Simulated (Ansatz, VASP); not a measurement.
# K3Na3Si10B2O26 (glassy 71SiO2-7B2O3-11Na2O-11K2O (mol %)) in two plane-wave programs

Wanted: the spread between two codes on one cell, functional and k mesh. Of the first pair: The structure shown is the start of the Ansatz relaxation below; VASP solves that cell, so the two are compared at the walk's first step.

Calculated with Ansatz 0.2.0; plane waves, with VASP 6.6.1 beside it; single point at PBE.

### 1. Starting point

The cell holds 88 atoms: 20 Si, 4 B, 6 Na, 6 K and 52 O. Cell: a = 10.884 Å, b = 10.884 Å, c = 10.884 Å, α = 90.0°, β = 90.0°, γ = 90.0°. As first built, before any earlier steps moved the atoms (in the runner's words): 88 atoms (20 Si, 4 B, 6 Na, 6 K, 52 O) placed at random at 2.33 g/cm^3, melted at 3000 K for 20 ps at fixed volume with the Buckingham and Coulomb pair potential of Guillot and Sator (Geochim. Cosmochim. Acta 71, 1249 (2007)) with the boron terms of Wang et al. (J. Non-Cryst. Solids 498, 294 (2018)). Quenched from 3000 K to 300 K at 20 K/ps and fixed volume, held 10 ps at zero pressure.

### 2. Ansatz: relaxation, PBE

Ansatz runs on its default PAW (the set named soft_2) files.

The two programs are compared at the cell with which this relaxation starts, whose forces are those of its first step.

Contents of input.yaml:

```yaml
crystal:
  lattice:
    - [10.88375, 0.0, 0.0]
    - [0.0, 10.88375, 0.0]
    - [0.0, 0.0, 10.88375]
  atoms:
    - { symbol: Si, position: [0.49654, 0.93307, 0.00984] }
    - { symbol: Si, position: [0.14269, 0.10291, 0.17512] }
    - { symbol: Si, position: [0.11539, 0.88183, 0.49634] }
    - { symbol: Si, position: [0.24331, 0.48281, 0.16122] }
    - { symbol: Si, position: [0.76336, 0.74942, 0.21824] }
    - { symbol: Si, position: [0.65092, 0.72754, 0.96089] }
    - { symbol: Si, position: [0.89836, 0.00307, 0.27265] }
    - { symbol: Si, position: [0.48567, 0.49723, 0.00061] }
    - { symbol: Si, position: [0.48579, 0.82283, 0.27918] }
    - { symbol: Si, position: [0.75108, 0.07746, 0.00838] }
    - { symbol: Si, position: [0.2335, 0.69301, 0.33273] }
    - { symbol: Si, position: [0.84411, 0.45914, 0.19758] }
    - { symbol: Si, position: [0.79067, 0.5305, 0.55865] }
    - { symbol: Si, position: [0.12289, 0.1812, 0.52334] }
    - { symbol: Si, position: [0.80674, 0.52694, 0.82294] }
    - { symbol: Si, position: [0.05119, 0.33952, 0.02522] }
    - { symbol: Si, position: [0.07739, 0.15662, 0.80534] }
    - { symbol: Si, position: [0.76626, 0.04994, 0.52827] }
    - { symbol: Si, position: [0.83982, 0.8175, 0.59187] }
    - { symbol: Si, position: [0.30058, 0.26413, 0.33902] }
    - { symbol: B, position: [0.69969, 0.35087, 0.01789] }
    - { symbol: B, position: [0.87793, 0.99746, 0.77833] }
    - { symbol: B, position: [0.27892, 0.08607, 0.97066] }
    - { symbol: B, position: [0.94292, 0.36279, 0.42938] }
    - { symbol: Na, position: [0.65572, 0.28908, 0.3613] }
    - { symbol: Na, position: [0.78037, 0.26093, 0.75909] }
    - { symbol: Na, position: [0.42576, 0.10413, 0.48902] }
    - { symbol: Na, position: [0.0643, 0.62295, 0.60309] }
    - { symbol: Na, position: [0.52997, 0.50539, 0.29779] }
    - { symbol: Na, position: [0.5066, 0.19269, 0.14634] }
    - { symbol: K, position: [0.44523, 0.54465, 0.59084] }
    - { symbol: K, position: [0.44111, 0.25379, 0.74821] }
    - { symbol: K, position: [0.26922, 0.76468, 0.86886] }
    - { symbol: K, position: [0.19839, 0.5058, 0.72077] }
    - { symbol: K, position: [0.4892, 0.91359, 0.65752] }
    - { symbol: K, position: [0.0256, 0.77942, 0.97352] }
    - { symbol: O, position: [0.19285, 0.62552, 0.20337] }
    - { symbol: O, position: [0.21324, 0.58673, 0.4409] }
    - { symbol: O, position: [0.43056, 0.51051, 0.86364] }
    - { symbol: O, position: [0.23276, 0.38423, 0.27156] }
    - { symbol: O, position: [0.04056, 0.03392, 0.2599] }
    - { symbol: O, position: [0.86155, 0.85015, 0.2786] }
    - { symbol: O, position: [0.91367, 0.45294, 0.52031] }
    - { symbol: O, position: [0.67936, 0.50324, 0.46592] }
    - { symbol: O, position: [0.82502, 0.04526, 0.13875] }
    - { symbol: O, position: [0.74327, 0.2262, 0.0006] }
    - { symbol: O, position: [0.72375, 0.38416, 0.14641] }
    - { symbol: O, position: [0.97154, 0.8487, 0.52677] }
    - { symbol: O, position: [0.86063, 0.87584, 0.73318] }
    - { symbol: O, position: [0.61136, 0.02462, 0.03303] }
    - { symbol: O, position: [0.44288, 0.29594, 0.33584] }
    - { symbol: O, position: [0.38181, 0.72495, 0.32043] }
    - { symbol: O, position: [0.62463, 0.75902, 0.27514] }
    - { symbol: O, position: [0.7341, 0.90255, 0.53276] }
    - { symbol: O, position: [0.95026, 0.42838, 0.09174] }
    - { symbol: O, position: [0.64958, 0.13766, 0.54255] }
    - { symbol: O, position: [0.73642, 0.65364, 0.86098] }
    - { symbol: O, position: [0.37758, 0.99486, 0.94409] }
    - { symbol: O, position: [0.15729, 0.81771, 0.36731] }
    - { symbol: O, position: [0.9484, 0.5543, 0.79877] }
    - { symbol: O, position: [0.83498, 0.06169, 0.39545] }
    - { symbol: O, position: [0.80424, 0.60383, 0.22091] }
    - { symbol: O, position: [0.38512, 0.49217, 0.11772] }
    - { symbol: O, position: [0.18233, 0.03302, 0.04874] }
    - { symbol: O, position: [0.45913, 0.86729, 0.13855] }
    - { symbol: O, position: [0.77358, 0.42873, 0.9372] }
    - { symbol: O, position: [0.85147, 0.07488, 0.64932] }
    - { symbol: O, position: [0.07396, 0.22634, 0.12671] }
    - { symbol: O, position: [0.09357, 0.21132, 0.66754] }
    - { symbol: O, position: [0.3275, 0.19028, 0.03893] }
    - { symbol: O, position: [0.02168, 0.26401, 0.89746] }
    - { symbol: O, position: [0.0271, 0.26602, 0.44907] }
    - { symbol: O, position: [0.79025, 0.02799, 0.87983] }
    - { symbol: O, position: [0.47526, 0.94052, 0.36384] }
    - { symbol: O, position: [0.56066, 0.62212, 0.02595] }
    - { symbol: O, position: [0.557, 0.8324, 0.91882] }
    - { symbol: O, position: [0.11698, 0.03373, 0.50191] }
    - { symbol: O, position: [0.1722, 0.4338, 0.03671] }
    - { symbol: O, position: [0.8923, 0.38716, 0.31622] }
    - { symbol: O, position: [0.57036, 0.37323, 0.9973] }
    - { symbol: O, position: [0.20581, 0.81827, 0.59092] }
    - { symbol: O, position: [0.25924, 0.2391, 0.48491] }
    - { symbol: O, position: [0.7409, 0.48308, 0.69698] }
    - { symbol: O, position: [0.99638, 0.02759, 0.81659] }
    - { symbol: O, position: [0.81844, 0.67403, 0.5694] }
    - { symbol: O, position: [0.21961, 0.12904, 0.85802] }
    - { symbol: O, position: [0.2452, 0.14165, 0.26637] }
    - { symbol: O, position: [0.73952, 0.78574, 0.07272] }
kpoints:
  mp_grid: { grid: [1, 1, 1] }
hamiltonian:
  xc: pbe
scf:
  occupations: { method: fermi_dirac, width: 0.025 }
output:
  forces: true
relax:
  f_tol: 0.05
  max_steps: 150
  cell: {}
```

Run with:

```bash
$ ansatz run input.yaml --threads 4 --pin off --max-ram 8192MiB --backend cpu --events-out ev --progress --plain --runs-dir out
```

Numbers of over 12 decimals in the logs are rounded to 6 here.

What it wrote:

```text
Engine: ansatz 0.2.0, x86_64-unknown-linux-gnu
Pseudopotentials: kind: paw
Pseudopotential: Si, paw, valence charge 4, recommended cutoff 420 eV (normal), Si.paw.azcp
Pseudopotential: B, paw, valence charge 3, recommended cutoff 420 eV (normal), B.paw.azcp
Pseudopotential: Na, paw, valence charge 9, recommended cutoff 420 eV (normal), Na.paw.azcp
Pseudopotential: K, paw, valence charge 9, recommended cutoff 420 eV (normal), K.paw.azcp
Pseudopotential: O, paw, valence charge 6, recommended cutoff 420 eV (normal), O.paw.azcp
Functional definition: PBE
  parameter kappa = 0.804
  parameter beta = 0.066725
  exchange = pbe_x(kappa = kappa, mu = beta*pi^2/3)
  correlation = pbe_c(beta = beta)
Crystal: 88 atoms, lattice volume = 1289.246 Å³
Basis set: ecut = 420 eV, 25269 PW (Γ), exchange–correlation on 150×150×150 points (8 copies of the dense FFT grid, shifted against one another)
Bands: 344, of which v1, the nominal top of the filled ones, is band 256 counted from 1 (255 counted from 0)
Symmetry: 1 space group operations
Space group: P1 (ITA 1), of the structure as read, at distance tolerance 1.1e-4 Å
k-points: 1
Non-local potential: Si, projectors of the file, l = 0: 2, l = 1: 2, l = 2: 2
Non-local potential: B, projectors of the file, l = 0: 2, l = 1: 2, l = 2: 1
Non-local potential: Na, projectors of the file, l = 0: 3, l = 1: 2, l = 2: 1
Non-local potential: K, projectors of the file, l = 0: 3, l = 1: 2, l = 2: 2
Non-local potential: O, projectors of the file, l = 0: 2, l = 1: 2, l = 2: 1
PAW form: soft (Blöchl's): semilocal exchange-correlation on the pseudo side does not see the compensation charge
PAW one-centre angular grid: Si, 110 points (default); XC on 64 Gauss nodes
PAW one-centre angular grid: B, 110 points (default); XC on 64 Gauss nodes
PAW one-centre angular grid: Na, 110 points (default); XC on 64 Gauss nodes
PAW one-centre angular grid: K, 110 points (default); XC on 64 Gauss nodes
PAW one-centre angular grid: O, 110 points (default); XC on 64 Gauss nodes
Initial density: superposition of atomic densities (neutral atoms: chi_scale 0, normalization atom), corrected by the library's trained network
Initial wavefunctions: pseudopotential atomic-orbital guess
Functional: x = pbe(κ = 0.804, μ = 0.219515), c = pbe(β = 0.066725)
SCF iter   1: F=—  HF=-61071.109836 eV  |F-HF|=—  |Δ(HF+E_count)|=         —  Δρ=5.50e-3  dr2=7.58e-1  ethr=1.77e-3  ⟨swp⟩=6.0  Hψ=1593  notcnv=0  defer=77
preconditioner: auto → Resta (q_TF=auto, 2.339 Å⁻¹)  ε∞=3.0  [insulator: Δε(μ)=1.405 eV  Ē_g=16.255 eV  σ=0.025 eV  W_gap=1.00  n_scr=256 (ndim 8)  ℏωp=22.8 eV  f_vac=0.170  D(μ)=0.00/eV (n_scr^D=0)  ε∞_Penn≈3.0]
SCF iter   2: F=—  HF=-61070.948068 eV  |F-HF|=—  |Δ(HF+E_count)|=   1.62e-1  Δρ=3.58e-3  dr2=1.38e-1  ethr=1.48e-4  ⟨swp⟩=3.0  Hψ=573  notcnv=0  defer=83
SCF iter   3: F=—  HF=-61070.922376 eV  |F-HF|=—  |Δ(HF+E_count)|=   2.57e-2  Δρ=1.13e-3  dr2=5.15e-2  ethr=2.70e-5  ⟨swp⟩=3.0  Hψ=573  notcnv=0  defer=83
SCF iter   4: F=—  HF=-61070.912609 eV  |F-HF|=—  |Δ(HF+E_count)|=   9.77e-3  Δρ=7.71e-4  dr2=1.05e-2  ethr=1.01e-5  ⟨swp⟩=2.0  Hψ=493  notcnv=0  defer=83
SCF iter   5: F=—  HF=-61070.911059 eV  |F-HF|=—  |Δ(HF+E_count)|=   1.55e-3  Δρ=3.92e-4  dr2=2.20e-3  ethr=2.05e-6  ⟨swp⟩=2.0  Hψ=558  notcnv=0  defer=83
SCF iter   6: F=—  HF=-61070.911101 eV  |F-HF|=—  |Δ(HF+E_count)|=   4.18e-5  Δρ=1.66e-4  dr2=7.81e-4  ethr=4.29e-7  ⟨swp⟩=3.0  Hψ=424  notcnv=0  defer=83
SCF iter   7: F=—  HF=-61070.911031 eV  |F-HF|=—  |Δ(HF+E_count)|=   6.99e-5  Δρ=5.39e-5  dr2=5.20e-5  ethr=1.53e-7  ⟨swp⟩=2.0  Hψ=440  notcnv=0  defer=83
SCF iter   8: F=—  HF=-61070.908564 eV  |F-HF|=—  |Δ(HF+E_count)|=   2.47e-3  Δρ=1.91e-5  dr2=6.88e-6  ethr=1.02e-8  ⟨swp⟩=2.0  Hψ=514  notcnv=0  defer=83
SCF iter   9: F=—  HF=-61070.908567 eV  |F-HF|=—  |Δ(HF+E_count)|=   3.95e-6  Δρ=8.87e-6  dr2=1.28e-6  ethr=1.34e-9  ⟨swp⟩=2.0  Hψ=441  notcnv=0  defer=83
SCF iter  10: F=—  HF=-61070.908568 eV  |F-HF|=—  |Δ(HF+E_count)|=   6.56e-7  Δρ=4.34e-6  dr2=3.66e-7  ethr=2.50e-10  ⟨swp⟩=2.0  Hψ=451  notcnv=0  defer=83
SCF iter  11: F=-61070.908568 eV  HF=-61070.908568 eV  |F-HF|=1.46e-8  |Δ(HF+E_count)|=   7.00e-8  Δρ=1.24e-6  dr2=2.65e-8  ethr=1.95e-11  ⟨swp⟩=3.0  Hψ=1060  notcnv=0
SCF 1 converged in 11 iterations: F = -61070.908568 eV  dr2 = 2.65e-8
  greatest PAW one-centre occupation: 0.999 electrons in one spin orbital (limit 2), on the Na atom at site 29 (counted from 0), in its partial waves of l = 0
relax step   1: F+E_penalty+E_count = -61070.90856821 eV  Δ(F+E_penalty+E_count) = +0.000e0 eV  max|allowed force component| = 3.863e0 eV/Å  Δτ_max = 0.0000 Å  P = -0.904 GPa  Ω = 1289.246 Å³  (11 SCF iters, dr2 threshold 1.00e-7 eV, accepted)
Crystal: 88 atoms, lattice volume = 1261.465 Å³
Basis set: ecut = 420 eV, 24661 PW (Γ), exchange–correlation on 150×150×150 points (8 copies of the dense FFT grid, shifted against one another)
[...]
atom  72  O      0.00096838    -0.00706621    -0.01008851
  atom  73  O      0.02221020    -0.00326119    -0.00950467
  atom  74  O     -0.00366909    -0.00295280     0.00861309
  atom  75  O     -0.01318862     0.01730075    -0.02372129
  atom  76  O     -0.00447902     0.00124689    -0.02479380
  atom  77  O     -0.02633894    -0.02679238    -0.00735538
  atom  78  O     -0.01483678    -0.00542776     0.01381120
  atom  79  O      0.01825324    -0.00220404     0.00576923
  atom  80  O     -0.00064323     0.01126609    -0.01845017
  atom  81  O     -0.01140127    -0.00767067     0.00236632
  atom  82  O     -0.01046290    -0.00482650     0.01537786
  atom  83  O      0.01552966     0.00848870    -0.00606336
  atom  84  O     -0.01993302    -0.00474735     0.02489845
  atom  85  O     -0.00912539     0.00781286     0.00371392
  atom  86  O      0.01425848     0.00100828     0.01421566
  atom  87  O     -0.00390269    -0.02568120     0.00145138
  atom  88  O      0.00294696     0.02497261    -0.00517652
  max |Σ_I F_I| component: 2.42e-5 eV/Å
--- Stress (GPa, compression-positive) ---
        0.001945      -0.010708      -0.011754
       -0.010716       0.009545      -0.006732
       -0.011758      -0.006726      -0.005362
  P = ⅓ Tr σ = 0.0020 GPa (0.020 kbar)
--- Relaxed structure (46 steps of the walk, 45 accepted, 2 SCFs on fresh bases) ---
  F+E_penalty+E_count = -61083.46796397 eV   max|allowed force component| = 4.389e-2 eV/Å   (the final SCF, on the basis selected at the relaxed cell)
  cell:  # Å, volume = 1257.8554 Å³
    - [11.047981, 0.205203, -0.149440]
    - [0.205203, 10.734072, -0.309732]
    - [-0.149440, -0.309732, 10.621344]
  atoms:
    - { symbol: Si, position: [0.508139, 0.960467, 0.017844] }
    - { symbol: Si, position: [0.123466, 0.095158, 0.180311] }
    - { symbol: Si, position: [0.146442, 0.874534, 0.523906] }
    - { symbol: Si, position: [0.251411, 0.471831, 0.174023] }
    - { symbol: Si, position: [0.754839, 0.731536, 0.213708] }
    - { symbol: Si, position: [0.623792, 0.708091, 0.952550] }
    - { symbol: Si, position: [0.871007, -0.0014425, 0.248864] }
    - { symbol: Si, position: [0.454320, 0.483969, -0.023098] }
    - { symbol: Si, position: [0.503379, 0.844977, 0.282501] }
    - { symbol: Si, position: [0.740605, 0.102346, -0.010421] }
    - { symbol: Si, position: [0.298272, 0.700516, 0.334254] }
    - { symbol: Si, position: [0.834231, 0.450056, 0.204988] }
    - { symbol: Si, position: [0.799153, 0.520175, 0.557071] }
    - { symbol: Si, position: [0.124992, 0.179861, 0.532864] }
    - { symbol: Si, position: [0.801509, 0.550116, 0.835840] }
    - { symbol: Si, position: [0.046384, 0.338520, 0.050892] }
    - { symbol: Si, position: [0.091714, 0.160550, 0.818792] }
    - { symbol: Si, position: [0.767540, 0.047907, 0.525746] }
    - { symbol: Si, position: [0.874708, 0.812244, 0.589510] }
    - { symbol: Si, position: [0.296722, 0.251603, 0.347199] }
    - { symbol: B, position: [0.688448, 0.374639, 0.010055] }
    - { symbol: B, position: [0.887288, 1.008770, 0.760831] }
    - { symbol: B, position: [0.277324, 0.089484, 0.997659] }
    - { symbol: B, position: [0.945573, 0.350421, 0.426677] }
    - { symbol: Na, position: [0.664943, 0.279239, 0.390856] }
    - { symbol: Na, position: [0.800320, 0.263690, 0.762706] }
    - { symbol: Na, position: [0.467366, 0.095655, 0.480851] }
    - { symbol: Na, position: [0.020718, 0.701616, 0.320697] }
    - { symbol: Na, position: [0.544562, 0.545999, 0.308354] }
    - { symbol: Na, position: [0.490580, 0.245402, 0.141117] }
    - { symbol: K, position: [0.445706, 0.453825, 0.585599] }
    - { symbol: K, position: [0.428778, 0.212798, 0.829968] }
    - { symbol: K, position: [0.209580, 0.846712, 0.868059] }
    - { symbol: K, position: [0.129757, 0.485611, 0.780321] }
    - { symbol: K, position: [0.474393, 0.788598, 0.615164] }
    - { symbol: K, position: [-0.068673, 0.823101, 0.964997] }
    - { symbol: O, position: [0.208254, 0.610836, 0.236257] }
    - { symbol: O, position: [0.376710, 0.621512, 0.431882] }
    - { symbol: O, position: [0.373092, 0.471958, 0.851193] }
    - { symbol: O, position: [0.237855, 0.379506, 0.289132] }
    - { symbol: O, position: [0.016749, 0.00864297, 0.235478] }
    - { symbol: O, position: [0.850289, 0.843976, 0.247678] }
    - { symbol: O, position: [0.931792, 0.446412, 0.516523] }
    - { symbol: O, position: [0.683348, 0.486427, 0.470534] }
    - { symbol: O, position: [0.803270, 0.046629, 0.119633] }
    - { symbol: O, position: [0.751326, 0.251431, -0.014863] }
    - { symbol: O, position: [0.700394, 0.410628, 0.152816] }
    - { symbol: O, position: [1.003327, 0.821432, 0.514440] }
    - { symbol: O, position: [0.891552, 0.872208, 0.732682] }
    - { symbol: O, position: [0.593426, 0.080073, -0.00434126] }
    - { symbol: O, position: [0.441725, 0.254171, 0.350558] }
    - { symbol: O, position: [0.386955, 0.762167, 0.233139] }
    - { symbol: O, position: [0.625694, 0.742581, 0.281824] }
    - { symbol: O, position: [0.762551, 0.893438, 0.523509] }
    - { symbol: O, position: [0.937128, 0.433636, 0.099811] }
    - { symbol: O, position: [0.652421, 0.140254, 0.544386] }
    - { symbol: O, position: [0.691561, 0.663434, 0.823566] }
    - { symbol: O, position: [0.374325, 0.987746, 0.963465] }
    - { symbol: O, position: [0.196120, 0.806834, 0.387518] }
    - { symbol: O, position: [0.933233, 0.599355, 0.861120] }
[...]
- { symbol: O, position: [0.229674, 0.835408, 0.638769] }
    - { symbol: O, position: [0.254619, 0.245453, 0.500203] }
    - { symbol: O, position: [0.783469, 0.466926, 0.698983] }
    - { symbol: O, position: [1.003949, 0.043460, 0.817506] }
    - { symbol: O, position: [0.835375, 0.667642, 0.574618] }
    - { symbol: O, position: [0.224809, 0.114442, 0.862655] }
    - { symbol: O, position: [0.224804, 0.127637, 0.291121] }
    - { symbol: O, position: [0.732163, 0.729631, 0.061451] }
```

The column dr2 measures how far the density is from self-consistency, as an energy; F and HF (Harris–Foulkes) agree once it is small.

(Part 1 of 3 ends here.)

[Lines on the potential files, build, host, timing and source positions are cut from VASP's logs without a mark.]

[Logs are printed without paths, hosts, clocks, repeated set-up lines and the standing remarks that a program may print on its own settings, such as how far it seeks lower states.]

[Hosts, paths, dates, database ids (printed as entryN), source tags and the programs' standing remarks are cut or masked in the printed files.]
